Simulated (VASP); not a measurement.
Consider the following.

```yaml
crystal:
  lattice:
    - [2.93997, 0.00000, 0.00000]
    - [0.00000, 2.93997, 0.00000]
    - [0.00000, 0.00000, 2.93997]
  atoms:
    - { symbol: Al, position: [0.50000, 0.50000, 0.50000] }
    - { symbol: Fe, position: [0.00000, 0.00000, 0.00000] }
```

Level of theory: PBEsol GGA, VASP's PBE PAW potentials (set 64) (plane waves; VASP). Run with 300 eV cut-off, 15×15×15 Γ-centred mesh, Fermi-Dirac smearing of 0.050 eV, potentials Al Fe.

Give the energies of bands 1 to 8 at the high-symmetry points, in eV from the Fermi level.

```
band      Γ      X      M      R
----  -----  -----  -----  -----
1     -9.92  -5.95  -4.46  -3.05
2     -2.01  -5.62  -2.12  -3.05
3     -2.01  -1.43  -1.93  -3.05
4      0.15  -0.77  -1.93   0.77
5      0.15  -0.77  -0.53   0.77
6      0.15   0.26  -0.53   3.01
7      6.08   1.11   0.73   3.01
8      6.08   8.67   3.20   3.01
```

It has no gap at this level: it comes out as a metal or semimetal.

The structure is a typed FeAl crystal. The cell was not relaxed at this level. The run is not spin-polarised, so no magnetic state was tried. The electron count is odd and the run is not spin-polarised, which forces a metal.
